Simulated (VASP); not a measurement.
```xyz
2
Lattice="1.8309 -3.1712 0.0000 1.8309 3.1712 0.0000 0.0000 0.0000 5.7630" Properties=species:S:1:pos:R:3 pbc="T T T"
Dy     1.8309     1.0571     1.4407
Dy     1.8309    -1.0571     4.3223
```

The base run (VASP): PBE GGA, plane waves, VASP's PBE PAW potentials (set 64). Run with 400 eV cut-off, 10×10×6 Γ-centred mesh, first-order Methfessel-Paxton smearing of 0.10 eV, potentials Dy_3.

The 4f electrons are frozen in the core of the lanthanide potential, so 4f levels, which can set the real gap, and their magnetism are missing.

One setting is varied; ΔE counts from the base run. The base run took about 10 core-seconds. Times come from single runs on busy shared machines, so they are rough: good to a factor of about 2.

```tsv
setting	cost over the base run	electronic steps	ΔE (meV/atom)
AMIX = 1.0, BMIX = 3.0, IMIX = 4	within a factor of 2	11	0.0
AMIX = 0.6, BMIX = 1.0, IMIX = 4	within a factor of 2	11	0.0
base run	reference	11	0.0
AMIX = 0.05, BMIX = 0.0001, IMIX = 4	within a factor of 2	14	0.0
AMIX = 0.2, BMIX = 1.0, IMIX = 1	about 2 times	30	0.0
AMIX = 0.05, BMIX = 1.0, IMIX = 1	…	…	0.0
```

Q: Some entries are withheld; supply them.

A: 
- AMIX = 0.05, BMIX = 1.0, IMIX = 1, cost over the base run: about 7 times
- AMIX = 0.05, BMIX = 1.0, IMIX = 1, electronic steps: 92

Left out are runs that failed, have no time on record or changed the cell.

The compound is Dy in the hcp structure. The cell was not relaxed at this level.
